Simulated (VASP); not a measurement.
# TiMoSe3 (R-3m) in VASP: notebook

One crystal, TiMoSe3, is run at these levels: PBE; tasks: relaxation of cell and atoms.

Everything below comes from runs of VASP 6.6.1. Logs are shortened: lines on timing, memory, paths and dates and some standing lists are left out, and cuts for length are marked.

## (1) The structure

Symmetry: R-3m, No. 166, trigonal system. The conventional cell has a = 5.975 Å, b = 5.975 Å, c = 12.307 Å, α = 90.00°, β = 90.00°, γ = 120.00°. Ti (site symmetry -3m) has 6 Se at 2.99 Å as nearest neighbours. Mo (site symmetry -3m) has 6 Se at 2.68 Å as nearest neighbours. Se (site symmetry 2/m) is surrounded by 2 Mo at 2.68 Å and 4 Se at 2.99 Å and 2 Ti at 2.99 Å.

The cell was built by a generator and needn't be a form met in nature.

## (2) Relaxation of cell and atoms, PBE

Contents of INCAR:

```
ALGO     = Fast           # electronic algorithm
EDIFF    = 1E-4           # SCF threshold, eV
EDIFFG   = -0.08          # ionic threshold
ENCUT    = 520            # plane-wave cutoff, eV
GGA      = PE             # functional
IBRION   = 2              # ionic algorithm
ISIF     = 3              # what is computed and relaxed
ISMEAR   = 0              # smearing method
LASPH    = True           # aspherical terms in the spheres
LCHARG   = False          # write CHGCAR
LREAL    = False          # projectors in reciprocal space
LWAVE    = False          # write WAVECAR
NELM     = 60             # most SCF steps
NSW      = 24             # ionic steps
PREC     = Normal         # precision mode
SIGMA    = 0.15           # smearing width, eV
```

Contents of KPOINTS:

```
k-points
0
Gamma
  3 3 3
```

Contents of POSCAR:

```
TiMoSe3
1.0
    2.9877323800      1.7249680900      4.1023751700
   -2.9877323800      1.7249680900      4.1023751700
    0.0000000000     -3.4499361900      4.1023751700
Ti Mo Se
1 1 3
Direct
    0.0000000000      0.0000000000      0.0000000000
    0.5000000000      0.5000000000      0.5000000000
    0.5000000000      0.5000000000      0.0000000000
    0.0000000000      0.5000000000      0.5000000000
    0.5000000000      0.0000000000      0.5000000000
```

Potentials or basis: VASP PAW PBE potentials, release 64 (Ti_sv, Mo_sv, Se).

Launch:

```bash
$ cat potpaw_PBE.64/Ti_sv/POTCAR potpaw_PBE.64/Mo_sv/POTCAR potpaw_PBE.64/Se/POTCAR > POTCAR
$ mpirun -np 1 vasp_std > vasp.out
```

OUTCAR:

```text
EDIFF = 1E-4
   EDIFFG = -0.08
   ENCUT = 520
   GGA = PE
   IBRION = 2
   ISIF = 3
   ISMEAR = 0
   LASPH = True
   LREAL = False
   NELM = 60
   NSW = 24
   PREC = Normal

 ion  position               nearest neighbor table
   1  0.000  0.000  0.000-
   2  0.500  0.500  0.500-   4 2.68   5 2.68   5 2.68   4 2.68   3 2.68   3 2.68
   3  0.500  0.500  0.000-   2 2.68   2 2.68
   4  0.000  0.500  0.500-   2 2.68   2 2.68
   5  0.500  0.000  0.500-   2 2.68   2 2.68

  LATTYP: Found a trigonal (rhomboedric) cell.
 ALAT       =     5.3601811277
 COS(alpha) =     0.3786240320

  Lattice vectors:

 A1 = (   2.9877323800,   1.7249680900,   4.1023751700)
 A2 = (  -2.9877323800,   1.7249680900,   4.1023751700)
 A3 = (   0.0000000000,  -3.4499361900,   4.1023751700)

Analysis of symmetry for initial positions (statically):
=====================================================================
 Subroutine PRICEL returns:
 Original cell was already a primitive cell.

 Routine SETGRP: Setting up the symmetry group for a
 trigonal (rhombohedral) supercell.

 Subroutine GETGRP returns: Found 12 space group operations
 (whereof 12 operations were pure point group operations)
 out of a pool of 12 trial point group operations.

The static configuration has the point symmetry D_3d.

Analysis of symmetry for dynamics (positions and initial velocities):
=====================================================================
 Subroutine PRICEL returns:
 Original cell was already a primitive cell.

 Routine SETGRP: Setting up the symmetry group for a
 trigonal (rhombohedral) supercell.

 Subroutine GETGRP returns: Found 12 space group operations
 (whereof 12 operations were pure point group operations)
 out of a pool of 12 trial point group operations.

The dynamic configuration has the point symmetry D_3d.

 Subroutine INISYM returns: Found 12 space group operations
 (whereof 12 operations are pure point group operations),
 and found     1 'primitive' translations

----------------------------------------------------------------------------------------

                                     Primitive cell

  volume of cell :     126.8555

  direct lattice vectors                    reciprocal lattice vectors
     2.987732380  1.724968090  4.102375170     0.167350999  0.096620145  0.081253742
    -2.987732380  1.724968090  4.102375170    -0.167350999  0.096620145  0.081253742
     0.000000000 -3.449936190  4.102375170     0.000000000 -0.193240289  0.081253742

  length of vectors
     5.360181128  5.360181128  5.360181130     0.209628195  0.209628195  0.209628195

  position of ions in fractional coordinates (direct lattice)
     0.000000000  0.000000000  0.000000000
     0.500000000  0.500000000  0.500000000
     0.500000000  0.500000000  0.000000000
     0.000000000  0.500000000  0.500000000
     0.500000000  0.000000000  0.500000000

  ion indices of the primitive-cell ions
   primitive index   ion index
                 1           1
                 2           2
                 3           3
                 4           4
                 5           5

----------------------------------------------------------------------------------------

 KPOINTS: k-points

Automatic generation of k-mesh.
 Grid dimensions read from file:
 generate k-points for:    3    3    3

 Generating k-lattice:

  Cartesian coordinates                     Fractional coordinates (reciprocal lattice)
     0.055783666  0.032206715  0.027084581     0.333333333  0.000000000  0.000000000
    -0.055783666  0.032206715  0.027084581     0.000000000  0.333333333  0.000000000
     0.000000000 -0.064413430  0.027084581    -0.000000000 -0.000000000  0.333333333

  Length of vectors
     0.069876065  0.069876065  0.069876065

  Shift w.r.t. Gamma in fractional coordinates (k-lattice)
     0.000000000  0.000000000  0.000000000

 Subroutine IBZKPT returns following result:
 ===========================================

 Found      6 irreducible k-points:

 Following reciprocal coordinates:
            Coordinates               Weight
  0.000000  0.000000  0.000000      1.000000
  0.333333  0.000000  0.000000      6.000000
  0.333333  0.333333  0.000000      6.000000
 -0.333333  0.333333  0.000000      6.000000
  0.333333  0.333333  0.333333      2.000000
 -0.333333  0.333333  0.333333      6.000000
   k-points           NKPTS =      6   k-points in BZ     NKDIM =      6   number of bands    NBANDS=     26
   number of dos      NEDOS =    301   number of ions     NIONS =      5
   total plane-waves  NPLWV =  27000
   dimension x,y,z NGX =    30 NGY =   30 NGZ =   30
   dimension x,y,z NGXF=    60 NGYF=   60 NGZF=   60
   ions per type =               1   1   3
   NGX,Y,Z   is equivalent  to a cutoff of   9.30,  9.30,  9.30 a.u.
   NGXF,Y,Z  is equivalent  to a cutoff of  18.61, 18.61, 18.61 a.u.
 SYSTEM =  unknown system
   PREC   = normal    normal or accurate (medium, high low for compatibility)
   ISTART =      0    job   : 0-new  1-cont  2-samecut
   ICHARG =      2    charge: 1-file 2-atom 10-const
   ISPIN  =      1    spin polarized calculation?
   LNONCOLLINEAR =      F non collinear calculations
   LSORBIT =      F    spin-orbit coupling
   LASPH  =      T    aspherical Exc in radial PAW
   ENCUT  =  520.0 eV  38.22 Ry    6.18 a.u.   9.97  9.97  9.97*2*pi/ulx,y,z
   NELM   =     60;   NELMIN=  2; NELMDL= -5     # of ELM steps
   EDIFF  = 0.1E-03   stopping-criterion for ELM
   LREAL  =      F    real-space projection
   EDIFFG = -.8E-01   stopping-criterion for IOM
   NSW    =     24    number of steps for IOM
   IBRION =      2    ionic relax: 0-MD 1-quasi-New 2-CG
   NFREE  =      1    steps in history (QN), initial steepest desc. (CG)
   ISIF   =      3    stress and relaxation
   ISYM   =      2    0-nonsym 1-usesym 2-fastsym
   POTIM  = 0.5000    time-step for ionic-motion
   TEBEG  =    0.0;   TEEND  =   0.0 temperature during run
   PSTRESS=    0.0 pullay stress
   NELECT =      44.0000    total number of electrons
   NUPDOWN=      -1.0000    fix difference up-down
   EMIN   =  10.00;   EMAX   =-10.00  energy-range for DOS
   EFERMI =   0.00;   METHOD = LEGACY
   ISMEAR =     0;   SIGMA  =   0.15  broadening in eV -4-tet -1-fermi 0-gaus
   EFERMI_NEDOS =   21; number of points for ismear=-14 and -15
   IALGO  =     68    algorithm
   IMIX   =      4    mixing-type and parameters
     AMIX     =   0.40;   BMIX     =  1.00
     AMIX_MAG =   1.60;   BMIX_MAG =  1.00
  volume/ion in A,a.u.               =      25.37       171.21
  Fermi-wavevector in a.u.,A,eV,Ry     =   1.150242  2.173642 18.001282  1.323057
  Thomas-Fermi vector in A             =   2.286907
   LORBIT       =      0    0 simple, 1 ext, 2 COOP (PROOUT), +10 PAW based schemes
   GGA     = PE    functional components
   LHFCALC =     F    Hartree Fock is set to
   AEXX    =    0.0000 exact exchange contribution
   IVDW    =     0    specifies the selected vdW correction
   LEPSILON=     F    determine dielectric tensor
   LRPA    =     F    only Hartree local field effects (RPA)
 conjugate gradient relaxation of ions
 non-spin polarized calculation
 RMM-DIIS sequential band-by-band and
 Gauss-broadening in eV      SIGMA  =   0.15
  energy-cutoff  :      520.00
  volume of cell :      126.86
 maximum number of plane-waves:      3431
   NGX = 19   NGY = 19   NGZ = 19

--------------------------------------- Ionic step        1  -------------------------------------------

 number of electron      44.0000007 magnetization

 Free energy of the ion-electron system (eV)
  ---------------------------------------------------
  ext. energy  EPLUGINS =         0.00000000
  ---------------------------------------------------
  free energy    TOTEN  =       -26.35226248 eV

  energy without entropy =      -26.25524789  energy(sigma->0) =      -26.30375518

 E-fermi :   4.8682     XC(G=0):  -9.5213

 val. band max:        4.8305567129   @ k =  -0.3333   0.3333   0.3333
 cond. band min:       4.8778462631   @ k =   0.0000   0.0000   0.0000
 fundamental gap:      0.0472895502
 Fermi energy:         4.8681543926

 k-point     1 :       0.0000    0.0000    0.0000
  band No.  band energies     occupation
      1     -56.2693      2.00000
      2     -53.1610      2.00000
      3     -30.4968      2.00000
      4     -30.3237      2.00000
      5     -30.3237      2.00000
      6     -29.4299      2.00000
[... 18 lines left out ...]
     25       6.0183      0.00000
     26       6.0338      0.00000
[... 204 lines left out ...]
 POSITION                                       TOTAL-FORCE (eV/Angst)
 -----------------------------------------------------------------------------------
     -0.00000      0.00000      0.00000         0.000000     -0.000000      0.000000
     -0.00000     -0.00000      5.71669         0.000000      0.000000     -0.000000
     -0.00000      1.62141      3.81113        -0.000000     -0.000000      0.000000
     -1.40418     -0.81070      3.81113         0.000000      0.000000     -0.000000
      1.40418     -0.81070      3.81113         0.000000     -0.000000      0.000000
 -----------------------------------------------------------------------------------
    total drift:                               -0.000000      0.000000      0.000000

  FREE ENERGIE OF THE ION-ELECTRON SYSTEM (eV)
  ---------------------------------------------------
  free  energy   TOTEN  =       -26.7911874868 eV

  energy  without entropy=      -26.7500728692  energy(sigma->0) =      -26.77063018

--------------------------------------- Ionic step        3  -------------------------------------------

 number of electron      43.9999968 magnetization

 Free energy of the ion-electron system (eV)
  ---------------------------------------------------
  ext. energy  EPLUGINS =         0.00000000
  ---------------------------------------------------
  free energy    TOTEN  =       -26.87442756 eV

  energy without entropy =      -26.82305456  energy(sigma->0) =      -26.84874106

 E-fermi :   6.3294     XC(G=0): -10.1826

 val. band max:        6.2835340985   @ k =   0.0000   0.0000   0.0000
 cond. band min:       6.4900856203   @ k =   0.3333   0.3333   0.3333
 fundamental gap:      0.2065515218
 Fermi energy:         6.3293924095

 k-point     1 :       0.0000    0.0000    0.0000
  band No.  band energies     occupation
      1     -54.7264      2.00000
      2     -51.5584      2.00000
      3     -29.0773      2.00000
      4     -28.8156      2.00000
      5     -28.8156      2.00000
      6     -27.8503      2.00000
[... 18 lines left out ...]
     25       6.9409      0.00000
     26       7.8378      0.00000
[... 165 lines left out ...]
 POSITION                                       TOTAL-FORCE (eV/Angst)
 -----------------------------------------------------------------------------------
     -0.00000      0.00000      0.00000        -0.000000      0.000000     -0.000000
     -0.00000     -0.00000      5.82970        -0.000000     -0.000000      0.000000
     -0.00000      1.64820      3.88647        -0.000000      0.000000     -0.000000
     -1.42738     -0.82410      3.88647         0.000000      0.000000     -0.000000
      1.42738     -0.82410      3.88647         0.000000     -0.000000     -0.000000
 -----------------------------------------------------------------------------------
    total drift:                               -0.000000      0.000000      0.000000

  FREE ENERGIE OF THE ION-ELECTRON SYSTEM (eV)
  ---------------------------------------------------
  free  energy   TOTEN  =       -26.8744275594 eV

  energy  without entropy=      -26.8230545567  energy(sigma->0) =      -26.84874106

 reached required accuracy - stopping structural energy minimisation
```

Wall time 46 s (1 thread of Intel Xeon 6975P-C (Granite Rapids), shared host); peak memory 0.18 GiB.

What came out:

```yaml
Free_energy: -26.8744 eV
Relaxed_volume: 21.94 Å³/atom
Relaxed_cell: a = 5.096 Å, b = 5.096 Å, c = 5.096 Å, α = 68.14°, β = 68.14°, γ = 68.14°
Space_group_after_relaxing_to_0.05_Å: R-3m (No. 166)
Energy_gained_by_relaxing: 104.4 meV/atom
Ionic_steps: 3
Pressure_after_relaxing: -0.1 GPa
Band_gap_on_the_k_mesh: none (metal or under the smearing width)
```

The path:
| step | energy change (eV) | largest force (eV/Å) | pressure (GPa) | volume (Å³) |
| --- | --- | --- | --- | --- |
| 1 | 0.0000 | 0.0000 | -8.34 | 126.86 |
| 2 | -0.4389 | 0.0000 | 4.97 | 104.12 |
| 3 | -0.5222 | 0.0000 | -0.09 | 109.72 |

Final structure:
```
Ti Mo Se
1.0
     2.85476    1.64820    3.88647
    -2.85476    1.64820    3.88647
     0.00000   -3.29640    3.88647
Ti Mo Se
1 1 3
Direct
  0.00000 0.00000 0.00000
  0.50000 0.50000 0.50000
  0.50000 0.50000 0.00000
  0.00000 0.50000 0.50000
  0.50000 0.00000 0.50000
```

Levels at points of the mesh, in eV from the Fermi level:
```csv
k point,band 19,band 20,band 21,band 22,band 23,band 24,band 25,band 26
"(0.00, 0.00, 0.00)",-1.72,-1.72,-0.25,-0.25,-0.05,0.19,0.61,1.51
```

Caveat: the k mesh is coarse (spacing up to 0.44 Å⁻¹), so the values aren't converged; the relaxation stopped at a loose force limit of 0.08 eV/Å, so its end isn't a converged minimum.

(Continued in part 2 of 2.)
